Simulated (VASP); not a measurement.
All values below come from SCAN meta-GGA, VASP's PBE PAW potentials (set 64) (plane waves; VASP 6.6.1). For the first row: Settings: 520 eV cut-off, 12×12×12 Γ-centred mesh, first-order Methfessel-Paxton smearing of 0.10 eV, potentials Al Ru_pv.

```tsv
system	energy (eV/atom)
RuAl (CsCl type)	-22.1353
Al (fcc)	-7.7491
Ru (hcp)	-34.8302
```

The references are the elements' solids at the same level; no temperature or zero-point terms are added.

Problem. What is the formation energy per atom of RuAl?

Solution. The references average (1×(-7.7491) + 1×(-34.8302))/2 = -21.2896 eV, so the formation energy is -22.1353 − (-21.2896) = -0.846 eV/atom.
